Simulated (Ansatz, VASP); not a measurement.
# Cross-check of EuAg4Sb2 between VASP and Ansatz, part 2 of 2

Wanted: the spread between two codes on one cell, functional and k mesh. The cell is taken from a series of VASP runs on this material, whose earlier steps may have relaxed, scaled or displaced it; both programs get it as it stands.

VASP 6.6.1 and Ansatz 0.2.0.

So far: The starting structure; VASP: relaxation of cell and atoms, PBEsol, DFT+U.

### 3. Ansatz: relaxation of cell and atoms, PBEsol, DFT+U

Level of this step: Ansatz beside VASP: Kohn-Sham DFT, plane waves, PBEsol, DFT+U (Ansatz).

Ansatz runs on its default PAW (the set named soft_2) files.

The same cell, functional, mesh and smearing now go to Ansatz, which takes its cutoff from its data sets.

File input.yaml:

```yaml
crystal:
  lattice:
    - [2.3332787464, 1.3471191123, 8.1510520038]
    - [-2.3332787464, 1.3471191123, 8.1510520038]
    - [0.0, -2.6942382246, 8.1510520038]
  atoms:
    - { symbol: Eu, position: [0.0, 0.0, 0.0], spin: 7.0 }
    - { symbol: Ag, position: [0.1430778566, 0.1430778566, 0.1430778566] }
    - { symbol: Ag, position: [0.8569221434, 0.8569221434, 0.8569221434] }
    - { symbol: Ag, position: [0.4358117185, 0.4358117185, 0.4358117185] }
    - { symbol: Ag, position: [0.5641882815, 0.5641882815, 0.5641882815] }
    - { symbol: Sb, position: [0.2577397176, 0.2577397176, 0.2577397176] }
    - { symbol: Sb, position: [0.7422602824, 0.7422602824, 0.7422602824] }
hamiltonian:
  xc: pbesol
  pseudopotentials: { kind: paw }
  hubbard: { sites: [{ species: Eu, l: f, u_eff: 7.0 }] }
magnetization:
  spin_polarized: true
kpoints:
  mp_grid: { grid: [6, 6, 6] }
scf:
  occupations: { method: methfessel_paxton, width: 0.2 }
relax:
  f_tol: 0.01
  max_steps: 60
  cell: { stress_tol: 0.05 }
output:
  forces: true
  stress: true
```

The run is started by

```
$ ansatz run input.yaml --threads 4 --pin off --max-ram 9216MiB --backend cpu --events-out ev --progress --plain --runs-dir out
```

Numbers of over 12 decimals in the logs are rounded to 6 here.

The log of the run:

```text
basis.fft_grid_basis auto: the FFT boxes are laid along the combinations [[1, 0, -1], [0, 1, -1], [0, 0, 1]] of the cell's own vectors, 4.667, 4.667 and 8.585 Å long. The dense box has 32×32×60 points. Along the cell's own vectors, as sized, it would have 60×60×60, 3.52 times as many. Of the 12 symmetry operations that the crystal satisfies within crystal.symmetry.tolerance (time reversal apart; of a slab, those that [...]
Eu: projections on atomic orbitals take those of the free atom [Kr 4d10] 4f7 5s2 5p6 5d0 6s2, of charge +0.00 (hamiltonian.pseudopotentials.projection_atoms); the dataset's partial waves leave at most 1.0e-3 of an orbital's norm unspanned inside its sphere
Ag: projections on atomic orbitals take those of the free atom [Ar 3d10] 4s2 4p6 4d10 5s1, of charge +0.00 (hamiltonian.pseudopotentials.projection_atoms); the dataset's partial waves leave at most 1.2e-5 of an orbital's norm unspanned inside its sphere
Sb: projections on atomic orbitals take those of the free atom [Kr] 4d10 5s2 5p3, of charge +0.00 (hamiltonian.pseudopotentials.projection_atoms); the dataset's partial waves leave at most 3.6e-6 of an orbital's norm unspanned inside its sphere
Engine: ansatz 0.2.0, aarch64-unknown-linux-gnu
Pseudopotentials: kind: paw
Pseudopotential: Eu, paw, valence charge 17, recommended cutoff 420 eV (normal), Eu.paw.azcp
Pseudopotential: Ag, paw, valence charge 19, recommended cutoff 420 eV (normal), Ag.paw.azcp
Pseudopotential: Sb, paw, valence charge 15, recommended cutoff 420 eV (normal), Sb.paw.azcp
Functional definition: PBEsol
  exchange = pbesol_x
  correlation = pbesol_c
Crystal: 7 atoms, lattice volume = 153.723 Å³
Basis set: ecut = 420 eV, 3039 PW (Γ), FFT grids on a1−a3, a2−a3, a3, exchange–correlation on 64×64×120 points (8 copies of the dense FFT grid, shifted against one another)
Bands: 78, of which v1, the nominal top of the filled ones, is band 62 counted from 1 (61 counted from 0)
Symmetry: 12 space group operations
Space group: R-3m (ITA 166), of the structure as read, at distance tolerance 5.4e-5 Å
Magnetic group: BNS 166.97 (UNI 1327), of the structure as read, at distance tolerance 5.4e-5 Å
k-points: 32 of 216
Non-local potential: Eu, projectors of the file, l = 0: 3, l = 1: 2, l = 2: 2, l = 3: 3
Non-local potential: Ag, projectors of the file, l = 0: 3, l = 1: 2, l = 2: 2, l = 3: 1
Non-local potential: Sb, projectors of the file, l = 0: 2, l = 1: 2, l = 2: 2, l = 3: 2
PAW form: soft (Blöchl's): semilocal exchange-correlation on the pseudo side does not see the compensation charge
PAW frozen core: Eu, regenerated for the run's functional, and the local potential with it (the file was generated under x = pbe(κ = 0.804, μ = 0.219515), c = pbe(β = 0.066725))
PAW frozen core: Ag, regenerated for the run's functional, and the local potential with it (the file was generated under x = pbe(κ = 0.804, μ = 0.219515), c = pbe(β = 0.066725))
PAW frozen core: Sb, regenerated for the run's functional, and the local potential with it (the file was generated under x = pbe(κ = 0.804, μ = 0.219515), c = pbe(β = 0.066725))
PAW one-centre angular grid: Eu, 590 points (default); XC on 64 Gauss nodes
PAW one-centre angular grid: Ag, 590 points (default); XC on 64 Gauss nodes
PAW one-centre angular grid: Sb, 590 points (default); XC on 64 Gauss nodes
Initial density: superposition of atomic densities (chi_scale 0.1, normalization cell)
Starting moments: Σ|m| = 7 μB on 1 of 7 sites
Initial wavefunctions: pseudopotential atomic-orbital guess
Functional: x = pbesol(κ = 0.804, μ = 0.123457), c = pbesol(β = 0.046)
SCF iter   1: F=—  HF=-51572.650573 eV  |F-HF|=—  |Δ(HF+E_count)|=         —  Δρ=1.69e-1 (↑1.69e-1 ↓1.30e-1)  dr2=1.90e1  dr2_m=2.95e1  M=7.394 μB ∫|m|=7.796 μB  β_m=1.00  ethr=3.10e-3  ⟨swp⟩=6.0  Hψ=17028  notcnv=0
preconditioner: auto → Kerker (q_TF=auto, 2.629 Å⁻¹)  [metal: Δε(μ)=0.013 eV  Ē_g=9.214 eV  σ=0.200 eV  W_gap=0.05  n_scr=42 (ndim 8)  ℏωp=24.9 eV  f_vac=0.000  D(μ)=2.07/eV (n_scr^D=4)]
spin=Collinear: Kerker preconditioning applied to the charge; magnetization (m = ρ↑ − ρ↓) channel mixes plain (no charge-response kernel on spin).
SCF iter   2: F=—  HF=-51564.211538 eV  |F-HF|=—  |Δ(HF+E_count)|=    8.44e0  S|Δr|=    0.00e0  Δρ=3.43e-2 (↑3.43e-2 ↓2.09e-2)  dr2=6.00e0  dr2_m=5.72e-1  M=7.132 μB ∫|m|=7.466 μB  β_m=1.00  ethr=3.10e-3  ⟨swp⟩=3.0  Hψ=10316  notcnv=0  defer=533
SCF iter   3: F=—  HF=-51565.996312 eV  |F-HF|=—  |Δ(HF+E_count)|=    1.78e0  S|Δr|=    0.00e0  Δρ=9.74e-3 (↑9.74e-3 ↓7.57e-3)  dr2=1.09e0  dr2_m=9.15e-3  M=7.064 μB ∫|m|=7.306 μB  β_m=1.00  ethr=3.10e-3  ⟨swp⟩=3.3  Hψ=7704  notcnv=0  defer=534
SCF iter   4: F=—  HF=-51568.394121 eV  |F-HF|=—  |Δ(HF+E_count)|=    2.40e0  S|Δr|=    0.00e0  Δρ=6.49e-3 (↑6.49e-3 ↓5.56e-3)  dr2=1.75e-1  dr2_m=7.48e-3  M=7.053 μB ∫|m|=7.238 μB  β_m=0.30  ethr=8.88e-4  ⟨swp⟩=2.3  Hψ=8989  notcnv=0  defer=510
SCF iter   5: F=—  HF=-51570.246413 eV  |F-HF|=—  |Δ(HF+E_count)|=    1.85e0  S|Δr|=    0.00e0  Δρ=3.56e-3 (↑2.16e-3 ↓3.56e-3)  dr2=3.38e-2  dr2_m=7.10e-3  M=7.055 μB ∫|m|=7.232 μB  β_m=0.30  ethr=1.43e-4  ⟨swp⟩=2.0  Hψ=8089  notcnv=0  defer=507
Mixer restart at iter 5: flushing history
[...]
SCF iter   6: F=—  HF=-51570.935887 eV  |F-HF|=—  |Δ(HF+E_count)|=   6.88e-1  S|Δr|=    0.00e0  Δρ=3.47e-3 (↑2.68e-3 ↓3.47e-3)  dr2=2.10e-2  dr2_m=1.08e-2  M=7.049 μB ∫|m|=7.222 μB  β_m=0.61  ethr=2.77e-5  ⟨swp⟩=2.0  Hψ=7314  notcnv=0  defer=514
SCF iter   7: F=—  HF=-51571.590271 eV  |F-HF|=—  |Δ(HF+E_count)|=   6.54e-1  S|Δr|=    0.00e0  Δρ=1.13e-3 (↑1.07e-3 ↓1.13e-3)  dr2=5.12e-3  dr2_m=1.50e-3  M=7.051 μB ∫|m|=7.213 μB  β_m=0.67  ethr=1.71e-5  ⟨swp⟩=3.0  Hψ=8349  notcnv=0  defer=514
SCF iter   8: F=—  HF=-51571.593265 eV  |F-HF|=—  |Δ(HF+E_count)|=   2.99e-3  S|Δr|=    0.00e0  Δρ=1.01e-3 (↑1.01e-3 ↓3.45e-4)  dr2=2.20e-3  dr2_m=5.50e-4  M=7.051 μB ∫|m|=7.211 μB  β_m=0.74  ethr=4.16e-6  ⟨swp⟩=2.0  Hψ=8014  notcnv=0  defer=518
SCF iter   9: F=—  HF=-51571.592985 eV  |F-HF|=—  |Δ(HF+E_count)|=   2.80e-4  S|Δr|=    0.00e0  Δρ=1.92e-4 (↑1.92e-4 ↓1.41e-4)  dr2=7.79e-4  dr2_m=3.95e-6  M=7.053 μB ∫|m|=7.213 μB  β_m=0.69  ethr=1.79e-6  ⟨swp⟩=2.0  Hψ=6598  notcnv=0  defer=518
SCF iter  10: F=—  HF=-51571.592861 eV  |F-HF|=—  |Δ(HF+E_count)|=   1.24e-4  S|Δr|=    0.00e0  Δρ=9.41e-5 (↑9.41e-5 ↓6.57e-5)  dr2=2.44e-4  dr2_m=2.32e-6  M=7.053 μB ∫|m|=7.213 μB  β_m=0.84  ethr=6.34e-7  ⟨swp⟩=1.8  Hψ=4841  notcnv=0  defer=518
SCF iter  11: F=—  HF=-51571.592841 eV  |F-HF|=—  |Δ(HF+E_count)|=   1.96e-5  S|Δr|=    0.00e0  Δρ=5.00e-5 (↑4.94e-5 ↓5.00e-5)  dr2=2.05e-5  dr2_m=4.89e-8  M=7.053 μB ∫|m|=7.212 μB  β_m=0.73  ethr=1.98e-7  ⟨swp⟩=2.0  Hψ=5154  notcnv=0  defer=518
SCF iter  12: F=—  HF=-51571.592832 eV  |F-HF|=—  |Δ(HF+E_count)|=   9.83e-6  S|Δr|=    0.00e0  Δρ=9.32e-6 (↑9.32e-6 ↓7.78e-6)  dr2=3.62e-7  dr2_m=3.15e-8  M=7.053 μB ∫|m|=7.212 μB  β_m=0.87  ethr=1.67e-8  ⟨swp⟩=2.0  Hψ=8468  notcnv=0  defer=518
SCF iter  13: F=—  HF=-51571.592832 eV  |F-HF|=—  |Δ(HF+E_count)|=   3.37e-7  S|Δr|=    0.00e0  Δρ=3.89e-6 (↑3.03e-6 ↓3.89e-6)  dr2=1.12e-7  dr2_m=2.25e-9  M=7.053 μB ∫|m|=7.212 μB  β_m=0.93  ethr=8.13e-11  ⟨swp⟩=3.6  Hψ=13590  notcnv=0
SCF iter  14: F=-51571.592832 eV  HF=-51571.592832 eV  |F-HF|=1.73e-8  |Δ(HF+E_count)|=   8.49e-9  S|Δr|=    0.00e0  Δρ=1.93e-6 (↑1.93e-6 ↓1.84e-6)  dr2=2.91e-8  dr2_m=3.73e-10  M=7.053 μB ∫|m|=7.212 μB  ethr=8.13e-11  ⟨swp⟩=3.0  Hψ=10819  notcnv=0
SCF 1 converged in 14 iterations: F = -51571.592832 eV  dr2 = 2.91e-8
WARN: a single-point calculation of the run's input, under the relaxation's own `scf.mixing.negative_modes` where the relaxation goes by `scf.lower_state_search: light` itself or types `scf.max_iter`, was made at the relaxed geometry, from the atoms, in 14 SCF iterations in all. It converged +0.0 meV from the relaxation's final energy, with moments (6.93, 0.00, 0.00, -0.01, -0.01, -0.02, -0.02 Bohr magnetons, atom by [...]
SCF converged after 6 iterations
Stability not checked: this state was not tested for a lower state beside it, because cold or Methfessel-Paxton smearing, or corrected tetrahedra, fill the levels in a way that the test cannot read (fill_not_monotonic; see scf.lower_state_search)
Magnetization: 7.0532 μB (65.0266 up, 57.9734 down)
Absolute magnetization: 7.2145 μB (∫|ρ↑−ρ↓|, with the PAW one-centre terms)
Spin contamination: 0.0276 ħ² per cell (⟨S²⟩ above its minimum at these occupations)
Per-site moments (μB) at R_I (Å): [(6.928725, 1.345071), (-0.00257169, 1.157511), (-0.00257169, 1.157511), (-0.00535928, 1.144504), (-0.00535928, 1.144504), (-0.017990, 1.144504), (-0.017990, 1.144504)]
Free energy (F): -51571.592832 eV
Harris-Foulkes:  -51571.592832 eV  (|F-HF|=7.28e-12)
Internal energy: -51571.593117 eV  (E = F + TS)
E sigma→0 (E₀):  -51571.592903 eV
Entropy (-TS):   0.000285 eV (0.041 meV/atom)
Fermi energy:    14.313645 eV
Step filling:    the computed levels leave a gap of 0.0026 eV = 0.0 smearing widths at the electron count; against every level under it full and every level over it empty, smearing changes F+E_penalty+E_count by +1.292 meV and its σ→0 estimate by +1.221 meV
--- Per-component energies (eV) ---
  E_band       = -1364.394992
  E_kinetic    = 2879.071507
  E_local      = -16628.417968  (includes V_loc(G=0)·N_el)
  E_nonlocal   = 1544.043045
  E_hartree    = 7533.993221
  E_xc         = -1186.323731
  E_vxc        = -1334.204964  (∫ρ·V_xc dr)
  E_hubbard    = 0.127226  (on-site DFT+U / exact-exchange correction)
  E_vhub       = -24.190734  (the Hubbard potential's part of the band-sum identity)
  E_paw        = -30632.520156  (= ΣΔE_a)
  E_vpaw       = -2868.683213  (= ΣTr[D̂ρ^β])
  E_aug_tail   = 0.001179  (compensation charges beyond the density's cutoff)
  E_ewald      = -15084.108940
  E_core_change = 2.541501  (= ΣΔE_core)
  E_smearing   = 0.000285  (= −TS)
  E_closure    = -0.000000  (closes the sum)
  Σ components = -51571.592832   (vs F -51571.592832, Δ=0.00e0)
--- Forces (eV/Å), atoms counted from 1 ---
  atom   1  Eu    -0.00000000     0.00000000    -0.00000000
  atom   2  Ag     0.00000000    -0.00000000    -0.00112997
  atom   3  Ag    -0.00000000    -0.00000000     0.00112997
  atom   4  Ag     0.00000000     0.00000000    -0.00037990
  atom   5  Ag     0.00000000    -0.00000000     0.00037990
  atom   6  Sb    -0.00000000     0.00000000     0.00153840
  atom   7  Sb     0.00000000    -0.00000000    -0.00153840
  max |Σ_I F_I| component: 1.05e-17 eV/Å
--- Stress (GPa, compression-positive) ---
        0.028834      -0.000000      -0.000000
       -0.000000       0.028834      -0.000000
       -0.000000      -0.000000       0.014776
  P = ⅓ Tr σ = 0.0241 GPa (0.241 kbar)
--- Relaxed structure (3 steps of the walk, 3 accepted, 1 SCFs on fresh bases) ---
  F+E_penalty+E_count = -51571.59283189 eV   max|allowed force component| = 1.538e-3 eV/Å   (the final SCF, on the basis selected at the relaxed cell)
  cell:  # Å, volume = 153.3383 Å³
    - [2.333152, 1.347046, 8.131564]
    - [-2.333152, 1.347046, 8.131564]
    - [-7.37655802942479e-19, -2.694091, 8.131564]
  atoms:
    - { symbol: Eu, position: [0, 0, 0] }
    - { symbol: Ag, position: [0.143002, 0.143002, 0.143002] }
    - { symbol: Ag, position: [0.856998, 0.856998, 0.856998] }
    - { symbol: Ag, position: [0.435829, 0.435829, 0.435829] }
    - { symbol: Ag, position: [0.564171, 0.564171, 0.564171] }
    - { symbol: Sb, position: [0.258030, 0.258030, 0.258030] }
    - { symbol: Sb, position: [0.741970, 0.741970, 0.741970] }
```

The job ended after 64 s (4 threads of Arm Neoverse V2, shared host; peak memory 1.1 GiB; 4.1 min of CPU time).

### 4. Comparison

Known differences besides the potentials themselves: U acts on the PAW sphere in VASP and on atomic orbitals in Ansatz, so only states and trends compare; both relaxations stop at a tolerance, which leaves soft axes loose, and VASP keeps its plane-wave basis; the data sets hold 123 valence electrons in Ansatz (default PAW (the set named soft_2) files) and 71 in VASP; the cutoff is 420 eV in Ansatz and 450 eV in VASP; Ansatz makes its cores anew for this functional, VASP keeps those of its PBE data sets; Ansatz adds a Pulay correction to the stress that steers its cell, VASP none; site moments are counted in spheres of each program's own size. Total energies have different zeros and are not compared.

Compared:

| quantity | Ansatz | VASP | difference |
| --- | --- | --- | --- |
| volume (Å³) | 153.34 | 153.72 | -0.25 % |
| edge a after relaxation, in the typed setting (Å) | 8.566 | 8.585 | -0.22 % |
| total moment (μB) | 7.05 | 7.05 | 0.00 |
| moment on Eu1 (μB) | 6.93 | 6.76 | +0.17 |

The walks stopped with 0.02 GPa left in Ansatz and 0.01 GPa in VASP; each walk ends within a tolerance, so the volume difference is uncertain by about these residues over the bulk modulus, most in soft cells.

### 5. What came out

```yaml
difference_in_volume_relaxation_of_cell_and_atoms_pbesol_dft_u: -0.25 %
```

What this shows: The difference in volume is -0.25 % (relaxation of cell and atoms, PBEsol, DFT+U). How closely two codes agree says nothing of how well the functional describes the real material.

[Lines on the potential files, build, host, timing and source positions are cut from VASP's logs without a mark.]

[Logs are printed without paths, hosts, clocks, repeated set-up lines and the standing remarks that a program may print on its own settings, such as how far it seeks lower states.]

[Hosts, paths, dates, database ids (printed as entryN), source tags and the programs' standing remarks are cut or masked in the printed files.]
